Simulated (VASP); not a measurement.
# ZnHgO2 (P4/mmm) in VASP: a series of runs

The runs below take ZnHgO2 through relaxation of cell and atoms, with PBE.

Program: VASP 6.6.1. These are calculated values, not measurements. Logs are shortened: lines on timing, memory, paths and dates and some standing lists are left out, and cuts for length are marked.

## 1. The structure

It takes space group P4/mmm (No. 123, tetragonal). The conventional cell has a = 4.009 Å, b = 4.009 Å, c = 3.305 Å, α = 90.00°, β = 90.00°, γ = 90.00°. Zn (site symmetry 4/mmm) has 4 O at 2.00 Å as nearest neighbours. Around Hg (site symmetry 4/mmm) lie 8 O at 2.60 Å. O (site symmetry mmm) is surrounded by 2 Zn at 2.00 Å.

The cell was built by a generator and needn't be a form met in nature.

## 2. Relaxation of cell and atoms, PBE

INCAR reads:

```
SYSTEM = ZnHgO2
PREC     = Accurate       ! precision mode
ENCUT    = 600            ! plane-wave cutoff, eV
EDIFF    = 1E-6           ! SCF threshold, eV
ISMEAR   = 0              ! smearing method
SIGMA    = 0.05           ! smearing width, eV
LREAL    = .FALSE.        ! projectors in reciprocal space
LASPH    = .TRUE.         ! aspherical terms in the spheres
NELM     = 60             ! most SCF steps
ALGO     = Normal         ! electronic algorithm
ISIF     = 3              ! what is computed and relaxed
LWAVE    = .FALSE.        ! write WAVECAR
LCHARG   = .FALSE.        ! write CHGCAR
GGA      = PE             ! functional
IBRION   = 2              ! ionic algorithm
NSW      = 60             ! ionic steps
EDIFFG   = -0.01          ! ionic threshold
```

KPOINTS reads:

```
Automatic mesh
0
G
  7 7 8
  0 0 0
```

POSCAR reads:

```
ZnHgO2
1.0
    4.0092200000      0.0000000000      0.0000000000
    0.0000000000      4.0092200000      0.0000000000
    0.0000000000      0.0000000000      3.3045900000
Zn Hg O
1 1 2
Direct
    0.0000000000      0.0000000000      0.0000000000
    0.5000000000      0.5000000000      0.5000000000
    0.5000000000      0.0000000000      0.0000000000
    0.0000000000      0.5000000000      0.0000000000
```

Potentials or basis: VASP PAW PBE potentials, release 64 (Zn, Hg, O).

Run with:

```sh
cat potpaw_PBE.64/Zn/POTCAR potpaw_PBE.64/Hg/POTCAR potpaw_PBE.64/O/POTCAR > POTCAR
mpirun -np 1 vasp_std > vasp.out
```

OUTCAR:

```text
SYSTEM = ZnHgO2
   PREC = Accurate
   ENCUT = 600
   EDIFF = 1E-6
   ISMEAR = 0
   LREAL = .FALSE.
   LASPH = .TRUE.
   NELM = 60
   ISIF = 3
   GGA = PE
   IBRION = 2
   NSW = 60
   EDIFFG = -0.01

 ion  position               nearest neighbor table
   1  0.000  0.000  0.000-   3 2.00   4 2.00   4 2.00   3 2.00   2 3.28   2 3.28   2 3.28   2 3.28
                             2 3.28   2 3.28   2 3.28   2 3.28
   2  0.500  0.500  0.500-   3 2.60   4 2.60   3 2.60   4 2.60   3 2.60   3 2.60   4 2.60   4 2.60
                             1 3.28   1 3.28   1 3.28   1 3.28   1 3.28   1 3.28   1 3.28   1 3.28
   3  0.500  0.000  0.000-   1 2.00   1 2.00   2 2.60   2 2.60   2 2.60   2 2.60
   4  0.000  0.500  0.000-   1 2.00   1 2.00   2 2.60   2 2.60   2 2.60   2 2.60

  LATTYP: Found a simple tetragonal cell.
 ALAT       =     4.0092200000
 C/A-ratio  =     0.8242476093

  Lattice vectors:

 A1 = (   4.0092200000,   0.0000000000,   0.0000000000)
 A2 = (   0.0000000000,   4.0092200000,   0.0000000000)
 A3 = (   0.0000000000,   0.0000000000,   3.3045900000)

Analysis of symmetry for initial positions (statically):
=====================================================================
 Subroutine PRICEL returns:
 Original cell was already a primitive cell.

 Routine SETGRP: Setting up the symmetry group for a
 simple tetragonal supercell.

 Subroutine GETGRP returns: Found 16 space group operations
 (whereof 16 operations were pure point group operations)
 out of a pool of 16 trial point group operations.

The static configuration has the point symmetry D_4h.

Analysis of symmetry for dynamics (positions and initial velocities):
=====================================================================
 Subroutine PRICEL returns:
 Original cell was already a primitive cell.

 Routine SETGRP: Setting up the symmetry group for a
 simple tetragonal supercell.

 Subroutine GETGRP returns: Found 16 space group operations
 (whereof 16 operations were pure point group operations)
 out of a pool of 16 trial point group operations.

The dynamic configuration has the point symmetry D_4h.

 Subroutine INISYM returns: Found 16 space group operations
 (whereof 16 operations are pure point group operations),
 and found     1 'primitive' translations

----------------------------------------------------------------------------------------

                                     Primitive cell

[... 103 lines left out ...]
   TEBEG  =    0.0;   TEEND  =   0.0 temperature during run
   PSTRESS=    0.0 pullay stress
   NELECT =      36.0000    total number of electrons
   NUPDOWN=      -1.0000    fix difference up-down
   EMIN   =  10.00;   EMAX   =-10.00  energy-range for DOS
   EFERMI =   0.00;   METHOD = LEGACY
   ISMEAR =     0;   SIGMA  =   0.05  broadening in eV -4-tet -1-fermi 0-gaus
   EFERMI_NEDOS =   21; number of points for ismear=-14 and -15
   IALGO  =     38    algorithm
   IMIX   =      4    mixing-type and parameters
     AMIX     =   0.40;   BMIX     =  1.00
     AMIX_MAG =   1.60;   BMIX_MAG =  1.00
  volume/ion in A,a.u.               =      13.28        89.61
  Fermi-wavevector in a.u.,A,eV,Ry     =   1.438014  2.717453 28.135286  2.067885
  Thomas-Fermi vector in A             =   2.557028
   LORBIT       =      0    0 simple, 1 ext, 2 COOP (PROOUT), +10 PAW based schemes
   GGA     = PE    functional components
   LHFCALC =     F    Hartree Fock is set to
   AEXX    =    0.0000 exact exchange contribution
   IVDW    =     0    specifies the selected vdW correction
   LEPSILON=     F    determine dielectric tensor
   LRPA    =     F    only Hartree local field effects (RPA)
 conjugate gradient relaxation of ions
 non-spin polarized calculation
 Gauss-broadening in eV      SIGMA  =   0.05
  energy-cutoff  :      600.00
  volume of cell :       53.12
 maximum number of plane-waves:      1785
   NGX = 17   NGY = 17   NGZ = 13

--------------------------------------- Ionic step        1  -------------------------------------------

 number of electron      36.0000026 magnetization

 Free energy of the ion-electron system (eV)
  ---------------------------------------------------
  ext. energy  EPLUGINS =         0.00000000
  ---------------------------------------------------
  free energy    TOTEN  =       -13.17245669 eV

  energy without entropy =      -13.17067127  energy(sigma->0) =      -13.17156398

------------------------ aborting loop because EDIFF is reached ----------------------------------------

  FORCE on cell =-STRESS in cart. coord.  units (eV):
  Direction    XX          YY          ZZ          XY          YZ          ZX
  --------------------------------------------------------------------------------------
  -------------------------------------------------------------------------------------
  Total        0.2773307      0.2773307      0.1562299      0.0000000      0.0000000     -0.0000000
  in kB        8.3651009      8.3651009      4.7123486      0.0000000      0.0000000     -0.0000000
  external PRESSURE =       7.1475168 kB  Pullay stress =       0.0000000 kB
[... 101 lines left out ...]
--------------------------------------- Ionic step        4  -------------------------------------------

 number of electron      36.0000026 magnetization

 Free energy of the ion-electron system (eV)
  ---------------------------------------------------
  ext. energy  EPLUGINS =         0.00000000
  ---------------------------------------------------
  free energy    TOTEN  =       -13.17323167 eV

  energy without entropy =      -13.17143016  energy(sigma->0) =      -13.17233092

 E-fermi :   2.2420     XC(G=0): -11.2155

 val. band max:        2.2276726225   @ k =   0.4286   0.4286   0.1250
 cond. band min:       2.2527175395   @ k =   0.4286   0.4286   0.2500
 fundamental gap:      0.0250449170
 Fermi energy:         2.2419961606

 k-point     1 :       0.0000    0.0000    0.0000
  band No.  band energies     occupation
      1     -15.9114      2.00000
      2     -14.7190      2.00000
      3      -4.2414      2.00000
      4      -3.8224      2.00000
      5      -3.8017      2.00000
      6      -3.7335      2.00000
[... 589 lines left out ...]
     21      10.1201      0.00000
     22      11.4542      0.00000

 [... further k-points ...]

------------------------ aborting loop because EDIFF is reached ----------------------------------------

  FORCE on cell =-STRESS in cart. coord.  units (eV):
  Direction    XX          YY          ZZ          XY          YZ          ZX
  --------------------------------------------------------------------------------------
  -------------------------------------------------------------------------------------
  Total       -0.0144082     -0.0144082      0.0183871      0.0000000      0.0000000      0.0000000
  in kB       -0.4319363     -0.4319363      0.5512152      0.0000000      0.0000000      0.0000000
  external PRESSURE =      -0.1042191 kB  Pullay stress =       0.0000000 kB
[... 19 lines left out ...]
  FREE ENERGIE OF THE ION-ELECTRON SYSTEM (eV)
  ---------------------------------------------------
  free  energy   TOTEN  =       -13.1732316661 eV

  energy  without entropy=      -13.1714301640  energy(sigma->0) =      -13.17233092

 reached required accuracy - stopping structural energy minimisation
```

OSZICAR:

```text
N       E                     dE             d eps       ncg     rms          rms(c)
DAV:   1     0.349301707407E+03    0.34930E+03   -0.20943E+04  2208   0.223E+03
DAV:   2     0.135660158874E+02   -0.33574E+03   -0.32091E+03  2410   0.490E+02
DAV:   3    -0.165833649788E+02   -0.30149E+02   -0.29590E+02  2482   0.148E+02
[... 32 lines left out ...]
DAV:   1    -0.131733117353E+02   -0.96106E-04   -0.29350E-03  2224   0.570E-01    0.631E-02
DAV:   2    -0.131732487143E+02    0.63021E-04   -0.17958E-04  2654   0.342E-01    0.275E-02
DAV:   3    -0.131732354560E+02    0.13258E-04   -0.23096E-05  2368   0.776E-02    0.187E-02
DAV:   4    -0.131732322384E+02    0.32176E-05   -0.38304E-06  2246   0.222E-02    0.862E-03
DAV:   5    -0.131732316661E+02    0.57224E-06   -0.73894E-07  1210   0.154E-02
   4 F= -.13173232E+02 E0= -.13172331E+02  d E =-.161265E-04
```

Wall time 1.7 min (1 thread of Intel Xeon Platinum 8375C at 2.90GHz (Ice Lake), shared host); peak memory 0.24 GiB.

What came out:

```yaml
Free_energy: -13.1732 eV
Relaxed_volume: 13.36 Å³/atom
Relaxed_cell: a = 4.018 Å, b = 4.018 Å, c = 3.310 Å, α = 90.00°, β = 90.00°, γ = 90.00°
Space_group_after_relaxing_to_0.05_Å: P4/mmm (No. 123)
Energy_gained_by_relaxing: 0.2 meV/atom
Ionic_steps: 4
Pressure_after_relaxing: 0.0 GPa
Band_gap_on_the_k_mesh: none (metal or under the smearing width)
```

Step by step:
```csv
step,energy change (eV),largest force (eV/Å),pressure (GPa),volume (Å³)
1,0.0000,0.0000,0.71,53.12
2,-0.0006,0.0000,-0.38,53.57
3,-0.0008,0.0000,0.02,53.43
4,-0.0008,0.0000,-0.01,53.44
```

Final structure:
```
Zn Hg O
1.0
     4.01799    0.00000    0.00000
     0.00000    4.01799    0.00000
     0.00000    0.00000    3.31043
Zn Hg O
1 1 2
Direct
  0.00000 0.00000 0.00000
  0.50000 0.50000 0.50000
  0.50000 0.00000 0.00000
  0.00000 0.50000 0.00000
```

## 3. Relaxation of cell and atoms, PBE

INCAR reads:

```
ALGO = Fast
EDIFF = 1E-6
EDIFFG = -0.01
ENCUT = 900
GGA = PE
IBRION = 2
ISIF = 3
ISMEAR = -1
LASPH = T
LCHARG = F
LREAL = F
LWAVE = F
NELM = 60
NSW = 40
PREC = Accurate
SIGMA = 0.05
```

KPOINTS reads:

```
k-points
0
Gamma
  5 5 6
```

POSCAR is that of step 2.

Potentials or basis: VASP PAW PBE potentials, release 64 (Zn, Hg, O).

Run with:

```sh
cat potpaw_PBE.64/Zn/POTCAR potpaw_PBE.64/Hg/POTCAR potpaw_PBE.64/O/POTCAR > POTCAR
mpirun -np 1 vasp_std > vasp.out
```

Run time: 66 s. Hardware: 1 thread of AMD EPYC 9R45 (Zen 5), shared host; peak memory 0.24 GiB.

Results (log left out):

```yaml
Free_energy: -13.1720 eV
Relaxed_volume: 13.39 Å³/atom
Relaxed_cell: a = 4.022 Å, b = 4.022 Å, c = 3.310 Å, α = 90.00°, β = 90.00°, γ = 90.00°
Space_group_after_relaxing_to_0.05_Å: P4/mmm (No. 123)
Energy_gained_by_relaxing: 0.4 meV/atom
Ionic_steps: 3
Pressure_after_relaxing: 0.0 GPa
Band_gap_on_the_k_mesh: none (metal or under the smearing width)
```

Stress tensor (GPa, compression positive):
```
-0.01  0.00  0.00
 0.00 -0.01  0.00
 0.00  0.00  0.10
```

The path:
| step | energy change (eV) | largest force (eV/Å) | pressure (GPa) | volume (Å³) |
| --- | --- | --- | --- | --- |
| 1 | 0.0000 | 0.0000 | 1.03 | 53.12 |
| 2 | -0.0011 | 0.0000 | -0.51 | 53.77 |
| 3 | -0.0015 | 0.0000 | 0.03 | 53.55 |

Final structure:
```
Zn Hg O
1.0
     4.02220    0.00000    0.00000
     0.00000    4.02220    0.00000
     0.00000    0.00000    3.31001
Zn Hg O
1 1 2
Direct
  0.00000 0.00000 0.00000
  0.50000 0.50000 0.50000
  0.50000 0.00000 0.00000
  0.00000 0.50000 0.00000
```

Levels at points of the mesh, in eV from the Fermi level:
| k point | band 14 | band 15 | band 16 | band 17 | band 18 | band 19 | band 20 | band 21 | band 22 |
| --- | --- | --- | --- | --- | --- | --- | --- | --- | --- |
| (0.00, 0.00, 0.00) | -4.55 | -2.44 | -2.17 | -1.66 | -1.66 | -1.31 | 2.32 | 8.89 | 8.89 |
| (0.00, 0.00, 0.50) | -3.20 | -3.20 | -1.00 | -0.54 | -0.54 | 3.44 | 3.55 | 5.72 | 5.80 |

Spin-orbit coupling is left out, which matters for the levels of Hg.
